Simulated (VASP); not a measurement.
Shape and ions are relaxed at each volume.

Input:

```xyz
3
Lattice="1.5135 -2.6215 0.0000 1.5135 2.6215 0.0000 0.0000 0.0000 3.2058" Properties=species:S:1:pos:R:3 pbc="T T T"
Ti     0.0000     0.0000     0.0000
B      1.5135     0.8738     1.6029
B      1.5135    -0.8738     1.6029
```

Method: TPSS meta-GGA, VASP's PBE PAW potentials (set 64) (plane waves; VASP). Numerical set-up: 520 eV cut-off, 12×12×10 Γ-centred mesh, first-order Methfessel-Paxton smearing of 0.10 eV, potentials Ti_sv B.

Question: Give the energy at these volumes per atom, relative to the lowest: 7.95, 8.21, 8.46, 8.72, 8.97 Å³.

Answer: 28.9, 7.3, 0.0, 5.0, 20.7 meV/atom. A third-order Birch-Murnaghan fit gives B0 = 257 GPa and B0′ = 3.9.

Measured: bulk modulus 240 GPa (computed value off by +7.0 %), as given by Synthesis of Binary Transition Metal Nitrides, Carbides and Borides from the Elements in the Laser-Heated Diamond …. The calculation is for a static lattice, while the measured bulk modulus holds thermal and zero-point effects, which are part of the difference.

The compound is TiB2 in the AlB2 type structure. It was relaxed first.
